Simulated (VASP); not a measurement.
# SnTeS4 (P-3m1) in VASP: settings compared

One crystal, SnTeS4, is run at these levels: PBE, r2SCAN; tasks: relaxation of cell and atoms, single point.

Everything below comes from runs of VASP 6.6.1. Logs are shortened: lines on timing, memory, paths and dates and some standing lists are left out, and cuts for length are marked.

### Step 1. The structure

The structure is trigonal, space group P-3m1 (No. 164). The conventional cell has a = 3.773 Å, b = 3.773 Å, c = 12.998 Å, α = 90.00°, β = 90.00°, γ = 120.00°. Around Sn (site symmetry -3m) lie 6 S at 2.62 Å. Around Te (site symmetry -3m) lie 6 S at 2.68 Å. Around S (site symmetry 3m) lie 3 Te at 2.68 Å. S (site symmetry 3m) is surrounded by 3 Sn at 2.62 Å.

The cell was built by a generator and needn't be a form met in nature.

### Step 2. Relaxation of cell and atoms, PBE

INCAR

```
SYSTEM = SnTeS4
ALGO = Normal
EDIFF = 1E-6
EDIFFG = -0.01
ENCUT = 520
GGA = PE
IBRION = 2
ISIF = 3
ISMEAR = 0
KPAR = 4
LASPH = .True.
LCHARG = .False.
LREAL = .False.
LWAVE = .False.
NELM = 120
NSW = 90
PREC = Accurate
SIGMA = 0.03
```

KPOINTS

```
k-points
0
Gamma
  8 8 2
  0 0 0
```

POSCAR

```
SnTeS4
1.0
    3.7733355100      0.0000000000      0.0000000000
   -1.8866677600      3.2678044100      0.0000000000
    0.0000000000      0.0000000000     12.9980000000
Sn Te S
1 1 4
Direct
    0.0000000000      0.0000000000      0.5000000000
    0.0000000000      0.0000000000      0.0000000000
    0.6666666700      0.3333333300      0.8792891200
    0.6666666700      0.3333333300      0.3885982500
    0.3333333300      0.6666666700      0.6114017500
    0.3333333300      0.6666666700      0.1207108800
```

Potentials or basis: VASP PAW PBE potentials, release 64 (Sn_d, Te, S).

The run is started by

```bash
cat potpaw_PBE.64/Sn_d/POTCAR potpaw_PBE.64/Te/POTCAR potpaw_PBE.64/S/POTCAR > POTCAR
mpirun -np 4 vasp_std > vasp.out
```

OUTCAR:

```text
SYSTEM = SnTeS4
   EDIFF = 1E-6
   EDIFFG = -0.01
   ENCUT = 520
   GGA = PE
   IBRION = 2
   ISIF = 3
   ISMEAR = 0
   LASPH = .True.
   LREAL = .False.
   NELM = 120
   NSW = 90
   PREC = Accurate

 ion  position               nearest neighbor table
   1  0.000  0.000  0.500-   4 2.62   5 2.62   4 2.62   5 2.62   4 2.62   5 2.62
   2  0.000  0.000  0.000-   3 2.68   6 2.68   3 2.68   6 2.68   3 2.68   6 2.68
   3  0.667  0.333  0.879-   2 2.68   2 2.68   2 2.68
   4  0.667  0.333  0.389-   1 2.62   1 2.62   1 2.62
   5  0.333  0.667  0.611-   1 2.62   1 2.62   1 2.62
   6  0.333  0.667  0.121-   2 2.68   2 2.68   2 2.68

  LATTYP: Found a hexagonal cell.
 ALAT       =     3.7733355100
 C/A-ratio  =     3.4446976596

  Lattice vectors:

 A1 = (   3.7733355100,   0.0000000000,   0.0000000000)
 A2 = (  -1.8866677600,   3.2678044100,   0.0000000000)
 A3 = (   0.0000000000,   0.0000000000,  12.9980000000)

Analysis of symmetry for initial positions (statically):
=====================================================================
 Subroutine PRICEL returns:
 Original cell was already a primitive cell.

 Routine SETGRP: Setting up the symmetry group for a
 hexagonal supercell.

 Subroutine GETGRP returns: Found 12 space group operations
 (whereof 12 operations were pure point group operations)
 out of a pool of 24 trial point group operations.

The static configuration has the point symmetry D_3d.

Analysis of symmetry for dynamics (positions and initial velocities):
=====================================================================
 Subroutine PRICEL returns:
 Original cell was already a primitive cell.

 Routine SETGRP: Setting up the symmetry group for a
 hexagonal supercell.

 Subroutine GETGRP returns: Found 12 space group operations
 (whereof 12 operations were pure point group operations)
 out of a pool of 24 trial point group operations.

The dynamic configuration has the point symmetry D_3d.

 Subroutine INISYM returns: Found 12 space group operations
 (whereof 12 operations are pure point group operations),
 and found     1 'primitive' translations

----------------------------------------------------------------------------------------

                                     Primitive cell

  volume of cell :     160.2721

  direct lattice vectors                    reciprocal lattice vectors
     3.773335510  0.000000000  0.000000000     0.265017515  0.153007934  0.000000000
    -1.886667760  3.267804410  0.000000000     0.000000000  0.306015867  0.000000000
     0.000000000  0.000000000 12.998000000     0.000000000  0.000000000  0.076934913

  length of vectors
     3.773335510  3.773335514 12.998000000     0.306015867  0.306015867  0.076934913

  position of ions in fractional coordinates (direct lattice)
     0.000000000  0.000000000  0.500000000
     0.000000000  0.000000000  0.000000000
     0.666666670  0.333333330  0.879289120
     0.666666670  0.333333330  0.388598250
     0.333333330  0.666666670  0.611401750
     0.333333330  0.666666670  0.120710880

  ion indices of the primitive-cell ions
   primitive index   ion index
                 1           1
                 2           2
                 3           3
                 4           4
                 5           5
                 6           6

----------------------------------------------------------------------------------------

 KPOINTS: k-points

Automatic generation of k-mesh.
 Grid dimensions read from file:
 generate k-points for:    8    8    2

 Generating k-lattice:

  Cartesian coordinates                     Fractional coordinates (reciprocal lattice)
     0.033127189  0.019125992  0.000000000     0.125000000  0.000000000  0.000000000
     0.000000000  0.038251983  0.000000000     0.000000000  0.125000000  0.000000000
     0.000000000  0.000000000  0.038467457     0.000000000  0.000000000  0.500000000

  Length of vectors
     0.038251983  0.038251983  0.038467457

  Shift w.r.t. Gamma in fractional coordinates (k-lattice)
     0.000000000  0.000000000  0.000000000

 Subroutine IBZKPT returns following result:
 ===========================================

 Found     20 irreducible k-points:

 Following reciprocal coordinates:
            Coordinates               Weight
  0.000000  0.000000  0.000000      1.000000
  0.125000  0.000000  0.000000      6.000000
  0.250000  0.000000  0.000000      6.000000
  0.375000  0.000000  0.000000      6.000000
  0.500000  0.000000  0.000000      3.000000
  0.125000  0.125000  0.000000      6.000000
[... 12 lines left out ...]
  0.250000  0.250000  0.500000      6.000000
  0.375000  0.250000  0.500000      6.000000
   k-points           NKPTS =     20   k-points in BZ     NKDIM =     20   number of bands    NBANDS=     26
   number of dos      NEDOS =    301   number of ions     NIONS =      6
   total plane-waves  NPLWV =  76832
   dimension x,y,z NGX =    28 NGY =   28 NGZ =   98
[... 11 lines left out ...]
   LASPH  =      T    aspherical Exc in radial PAW
   ENCUT  =  520.0 eV  38.22 Ry    6.18 a.u.   7.02  7.02 24.17*2*pi/ulx,y,z
   NELM   =    120;   NELMIN=  2; NELMDL= -5     # of ELM steps
   EDIFF  = 0.1E-05   stopping-criterion for ELM
   LREAL  =      F    real-space projection
   EDIFFG = -.1E-01   stopping-criterion for IOM
   NSW    =     90    number of steps for IOM
   IBRION =      2    ionic relax: 0-MD 1-quasi-New 2-CG
   NFREE  =      1    steps in history (QN), initial steepest desc. (CG)
   ISIF   =      3    stress and relaxation
   ISYM   =      2    0-nonsym 1-usesym 2-fastsym
   POTIM  = 0.5000    time-step for ionic-motion
   TEBEG  =    0.0;   TEEND  =   0.0 temperature during run
   PSTRESS=    0.0 pullay stress
   NELECT =      44.0000    total number of electrons
   NUPDOWN=      -1.0000    fix difference up-down
   EMIN   =  10.00;   EMAX   =-10.00  energy-range for DOS
   EFERMI =   0.00;   METHOD = LEGACY
   ISMEAR =     0;   SIGMA  =   0.03  broadening in eV -4-tet -1-fermi 0-gaus
   EFERMI_NEDOS =   21; number of points for ismear=-14 and -15
   IALGO  =     38    algorithm
   IMIX   =      4    mixing-type and parameters
     AMIX     =   0.40;   BMIX     =  1.00
     AMIX_MAG =   1.60;   BMIX_MAG =  1.00
  volume/ion in A,a.u.               =      26.71       180.26
  Fermi-wavevector in a.u.,A,eV,Ry     =   1.063995  2.010660 15.402966  1.132086
  Thomas-Fermi vector in A             =   2.199499
   LORBIT       =      0    0 simple, 1 ext, 2 COOP (PROOUT), +10 PAW based schemes
   GGA     = PE    functional components
   LHFCALC =     F    Hartree Fock is set to
   AEXX    =    0.0000 exact exchange contribution
   IVDW    =     0    specifies the selected vdW correction
   LEPSILON=     F    determine dielectric tensor
   LRPA    =     F    only Hartree local field effects (RPA)
 conjugate gradient relaxation of ions
 non-spin polarized calculation
 Gauss-broadening in eV      SIGMA  =   0.03
  energy-cutoff  :      520.00
  volume of cell :      160.27
 maximum number of plane-waves:      4338
 NGX is ok and might be reduce to    28
   NGX = 13   NGY = 13   NGZ = 49

--------------------------------------- Ionic step        1  -------------------------------------------

 number of electron      43.9999991 magnetization

 Free energy of the ion-electron system (eV)
  ---------------------------------------------------
  ext. energy  EPLUGINS =         0.00000000
  ---------------------------------------------------
  free energy    TOTEN  =       -24.30427058 eV

  energy without entropy =      -24.30427058  energy(sigma->0) =      -24.30427058

------------------------ aborting loop because EDIFF is reached ----------------------------------------

  FORCE on cell =-STRESS in cart. coord.  units (eV):
  Direction    XX          YY          ZZ          XY          YZ          ZX
  --------------------------------------------------------------------------------------
  -------------------------------------------------------------------------------------
  Total       -0.2853775     -0.2853775      0.2166684      0.0000000      0.0000000      0.0000000
  in kB       -2.8528064     -2.8528064      2.1659487      0.0000000      0.0000000      0.0000000
  external PRESSURE =      -1.1798880 kB  Pullay stress =       0.0000000 kB
[... 101 lines left out ...]
  FREE ENERGIE OF THE ION-ELECTRON SYSTEM (eV)
  ---------------------------------------------------
  free  energy   TOTEN  =       -24.3057025488 eV

  energy  without entropy=      -24.3057025488  energy(sigma->0) =      -24.30570255

[... ionic steps 4 to 20 ...]

--------------------------------------- Ionic step       21  -------------------------------------------

 number of electron      43.9999983 magnetization

------------------------ aborting loop because EDIFF is reached ----------------------------------------

  FORCE on cell =-STRESS in cart. coord.  units (eV):
  Direction    XX          YY          ZZ          XY          YZ          ZX
  --------------------------------------------------------------------------------------
  -------------------------------------------------------------------------------------
  Total        0.1212528      0.1212528      0.0742619     -0.0000000     -0.0000000      0.0000000
  in kB        1.1718425      1.1718425      0.7177002     -0.0000000     -0.0000000      0.0000000
  external PRESSURE =       1.0204617 kB  Pullay stress =       0.0000000 kB
[... 65 lines left out ...]
  energy  without entropy=      -24.3091223352  energy(sigma->0) =      -24.30912234

--------------------------------------- Ionic step       23  -------------------------------------------

 number of electron      43.9999984 magnetization

 Free energy of the ion-electron system (eV)
  ---------------------------------------------------
  ext. energy  EPLUGINS =         0.00000000
  ---------------------------------------------------
  free energy    TOTEN  =       -24.30928773 eV

  energy without entropy =      -24.30928773  energy(sigma->0) =      -24.30928773

 E-fermi :   3.6106     XC(G=0):  -8.5251

 val. band max:        3.4765134617   @ k =   0.1250   0.1250   0.0000
 cond. band min:       4.1111999689   @ k =   0.5000   0.0000   0.5000
 fundamental gap:      0.6346865072
 Fermi energy:         3.6105526537

 k-point     1 :       0.0000    0.0000    0.0000
  band No.  band energies     occupation
      1     -18.1388      2.00000
      2     -18.1388      2.00000
      3     -18.1158      2.00000
      4     -18.0914      2.00000
      5     -18.0914      2.00000
      6     -11.6637      2.00000
[... 602 lines left out ...]
  FREE ENERGIE OF THE ION-ELECTRON SYSTEM (eV)
  ---------------------------------------------------
  free  energy   TOTEN  =       -24.3092877318 eV

  energy  without entropy=      -24.3092877318  energy(sigma->0) =      -24.30928773

 reached required accuracy - stopping structural energy minimisation
```

It took 6.6 min on 4 MPI ranks of AMD EPYC 7R13 (Zen 3), shared host; peak memory 0.31 GiB.

Results:

```yaml
Free_energy: -24.3093 eV
Relaxed_volume: 27.71 Å³/atom
Relaxed_cell: a = 3.760 Å, b = 3.760 Å, c = 13.580 Å, α = 90.00°, β = 90.00°, γ = 120.00°
Space_group_after_relaxing_to_0.05_Å: P-3m1 (No. 164)
Energy_gained_by_relaxing: 0.8 meV/atom
Ionic_steps: 23
Pressure_after_relaxing: 0.0 GPa
Largest_force_after_relaxing: 0.007 eV/Å
Band_gap_on_the_k_mesh: 0.63 eV, indirect (least direct gap 1.27 eV)
```

Forces in eV/Å, atoms in the order of the input:
```
Sn   0.000  0.000  0.000
Te   0.000  0.000  0.000
S    0.000  0.000  0.007
S    0.000  0.000  0.001
S    0.000  0.000 -0.001
S    0.000  0.000 -0.007
```

The path:
| step | energy change (eV) | largest force (eV/Å) | pressure (GPa) | volume (Å³) |
| --- | --- | --- | --- | --- |
| 1 | 0.0000 | 0.0416 | -0.12 | 160.27 |
| 2 | -0.0013 | 0.0279 | 0.07 | 159.82 |
| 3 | -0.0014 | 0.0208 | 0.18 | 159.59 |
| 4 | -0.0017 | 0.0450 | -0.04 | 160.09 |
| 5 | -0.0017 | 0.0243 | 0.04 | 159.93 |
| 6 | -0.0017 | 0.0267 | 0.04 | 159.95 |
| 7 | -0.0017 | 0.0362 | 0.00 | 160.02 |
| 8 | -0.0017 | 0.0285 | 0.02 | 159.97 |
| 9 | -0.0017 | 0.0265 | 0.01 | 159.96 |
| 10 | -0.0019 | 0.0279 | 0.02 | 160.08 |
| 11 | -0.0021 | 0.0281 | 0.01 | 160.27 |
| 12 | -0.0024 | 0.0282 | 0.01 | 160.64 |
| 13 | -0.0029 | 0.0271 | 0.00 | 161.40 |
| 14 | -0.0030 | 0.0584 | -0.03 | 162.92 |
| 15 | -0.0031 | 0.0425 | -0.02 | 162.35 |
| 16 | -0.0032 | 0.0411 | -0.02 | 162.44 |
| 17 | -0.0035 | 0.0390 | -0.01 | 162.70 |
| 18 | -0.0040 | 0.0334 | 0.01 | 163.23 |
| 19 | -0.0046 | 0.0226 | 0.04 | 164.28 |
| 20 | -0.0049 | 0.0178 | 0.13 | 166.37 |
| 21 | -0.0049 | 0.0116 | 0.10 | 165.78 |
| 22 | -0.0049 | 0.0316 | -0.12 | 166.89 |
| 23 | -0.0050 | 0.0069 | 0.01 | 166.23 |

Final structure:
```xyz
6
Lattice="3.7596 0.0000 0.0000 -1.8798 3.2559 0.0000 0.0000 0.0000 13.5798" Properties=species:S:1:pos:R:3 pbc="T T T"
Sn    0.0000    0.0000    6.7899
Te    0.0000    0.0000    0.0000
S     1.8798    1.0853   12.0067
S     1.8798    1.0853    5.3317
S     0.0000    2.1706    8.2481
S     0.0000    2.1706    1.5731
```

Levels at points of the mesh, in eV from the valence-band top:
| k point | band 18 | band 19 | band 20 | band 21 | band 22 | band 23 | band 24 | band 25 | band 26 |
| --- | --- | --- | --- | --- | --- | --- | --- | --- | --- |
| (0.00, 0.00, 0.00) | -1.22 | -1.22 | -1.08 | -1.08 | -0.76 | 0.76 | 1.29 | 1.66 | 1.66 |
| (0.50, 0.00, 0.00) | -1.75 | -1.40 | -1.39 | -1.13 | -1.09 | 0.67 | 1.98 | 2.89 | 3.19 |
| (0.00, 0.00, 0.50) | -1.22 | -1.22 | -1.08 | -1.08 | -0.58 | 0.69 | 1.32 | 1.66 | 1.66 |
| (0.50, 0.00, 0.50) | -1.72 | -1.39 | -1.26 | -1.23 | -1.14 | 0.63 | 2.00 | 2.89 | 3.26 |

Caveat: spin-orbit coupling is left out, which moves the levels of the heavy elements; this functional lacks dispersion, which binds the layers, so the pressure and a relaxed spacing across them are unreliable. A k mesh can miss the band edges.

(Continued in part 2 of 2.)
